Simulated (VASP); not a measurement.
All values below come from PBE GGA, VASP's PBE PAW potentials (set 64) (plane waves; VASP).

VASP input:

KPOINTS:
```
K-points
0
Gamma
 11 11 11
0 0 0
```

INCAR:
```
PREC  =  Accurate
GGA  =  PE   # PBE
ALGO  =  Normal
LMAXMIX  =  4   # l cut-off of mixed one-centre charges
LWAVE  =  F
LREAL  =  F   # projection in real space or not
ISIF  =  2   # forces and stress, cell fixed
NELM  =  100
SYSTEM  =  In
LCHARG  =  F
EDIFF  =  1E-6
NBANDS  =  11
ISMEAR  =  0
ENCUT  =  300   # plane-wave cut-off (eV)
SIGMA  =  0.272   # width (eV)
LASPH  =  T
```

File POSCAR:
```
In
1
   -1.6199570000     1.6199570000     2.4779430000
    1.6199570000    -1.6199570000     2.4779430000
    1.6199570000     1.6199570000    -2.4779430000
In
1
Direct
  0.0000000000   0.0000000000   0.0000000000
```

POTCAR, in this order: In_d (PBE.64 set). Program: vasp_std.

The run wrote:

File OSZICAR:
```
       N       E                     dE             d eps       ncg     rms          rms(c)
DAV:   1     0.611700103681E+02    0.61170E+02   -0.47585E+03  2887   0.103E+03
DAV:   2    -0.278347962234E+00   -0.61448E+02   -0.60262E+02  2880   0.239E+02
DAV:   3    -0.253649629556E+01   -0.22581E+01   -0.22520E+01  3218   0.520E+01
DAV:   4    -0.258184224447E+01   -0.45346E-01   -0.45335E-01  3447   0.705E+00
DAV:   5    -0.258361462078E+01   -0.17724E-02   -0.17723E-02  3577   0.123E+00    0.232E+00
DAV:   6    -0.256151547848E+01    0.22099E-01   -0.34584E-02  3303   0.385E+00    0.117E+00
DAV:   7    -0.255628838993E+01    0.52271E-02   -0.11646E-02  3340   0.210E+00    0.248E-01
DAV:   8    -0.255590967444E+01    0.37872E-03   -0.70203E-04  3265   0.489E-01    0.327E-02
DAV:   9    -0.255591445067E+01   -0.47762E-05   -0.11611E-05  3916   0.403E-02    0.106E-02
DAV:  10    -0.255591473412E+01   -0.28345E-06   -0.68918E-07  1803   0.107E-02
   1 F= -.25559147E+01 E0= -.25468980E+01  d E =-.180335E-01
```

OUTCAR:
```
------------------------ aborting loop because EDIFF is reached ----------------------------------------
  FORCE on cell =-STRESS in cart. coord.  units (eV):
  Direction    XX          YY          ZZ          XY          YZ          ZX
  --------------------------------------------------------------------------------------
  Total        0.3284566      0.3284566      0.2308758      0.0000000      0.0000000      0.0000000
  in kB       20.2316038     20.2316038     14.2210204      0.0000000      0.0000000      0.0000000
  external PRESSURE =      18.2280760 kB  Pullay stress =       0.0000000 kB
  volume of cell :       26.01
      direct lattice vectors                 reciprocal lattice vectors
    -1.619957000  1.619957000  2.477943000     0.000000000  0.308650168  0.201780267
     1.619957000 -1.619957000  2.477943000     0.308650168  0.000000000  0.201780267
     1.619957000  1.619957000 -2.477943000     0.308650168  0.308650168  0.000000000
 POSITION                                       TOTAL-FORCE (eV/Angst)
 -----------------------------------------------------------------------------------
      0.00000      0.00000      0.00000        -0.000000      0.000000     -0.000000
 -----------------------------------------------------------------------------------
    total drift:                                0.000000     -0.000000      0.000000
  FREE ENERGIE OF THE ION-ELECTRON SYSTEM (eV)
  ---------------------------------------------------
  free  energy   TOTEN  =        -2.5559147341 eV

  energy  without entropy=       -2.5378812221  energy(sigma->0) =       -2.54689798
```
(Selected blocks of OUTCAR.)

**OUTCAR**
```
 val. band max:        7.5948161610   @ k =  -0.4545  -0.4545   0.1818

 cond. band min:       7.6009620216   @ k =  -0.4545   0.4545   0.2727


 Fermi energy:         7.5984800666

 k-point     1 :       0.0000    0.0000    0.0000
  band No.  band energies     occupation
      1      -7.1115      2.00000
      2      -6.9941      2.00000
      3      -6.9941      2.00000
      4      -6.9182      2.00000
      5      -6.8064      2.00000
      6      -1.9968      2.00000
      7      18.1789      0.00000
      8      18.1789      0.00000
      9      18.3651      0.00000
     10      19.1900      0.00000
     11      21.6150      0.00000

 k-point     2 :       0.0909    0.0000    0.0000
  band No.  band energies     occupation
      1      -7.0981      2.00000
      2      -6.9954      2.00000
      3      -6.9811      2.00000
      4      -6.9146      2.00000
      5      -6.8117      2.00000
      6      -1.8145      2.00000
      7      16.1822      0.00000
      8      17.8525      0.00000
      9      17.9675      0.00000
     10      19.0083      0.00000
     11      21.8604      0.00000

 k-point     3 :       0.1818   -0.0000    0.0000
  band No.  band energies     occupation
      1      -7.0768      2.00000
      2      -7.0074      2.00000
      3      -6.9547      2.00000
      4      -6.8854      2.00000
      5      -6.8174      2.00000
      6      -1.2611      2.00000
      7      13.0431      0.00000
      8      16.9745      0.00000
      9      17.5575      0.00000
     10      18.9576      0.00000
     11      20.7443      0.00000

 k-point     4 :       0.2727    0.0000    0.0000
  band No.  band energies     occupation
      1      -7.0738      2.00000
      2      -7.0334      2.00000
      3      -6.9469      2.00000
      4      -6.8155      2.00000
      5      -6.7967      2.00000
      6      -0.3259      2.00000
      7      10.0298      0.00000
      8      16.1275      0.00000
      9      17.1966      0.00000
...
```

At this cut-off the stress carries a Pulay error, which pulls relaxed volumes low. Unless said otherwise, spin-orbit coupling is left out, though it shifts the bands of the heavy elements here.

The structure comes from a computed database's In entry; how it stands against other phases isn't given here. The cell was not relaxed at this level. The run is one of a series of settings (NBANDS = 11 against the base run), some of them coarse on purpose.
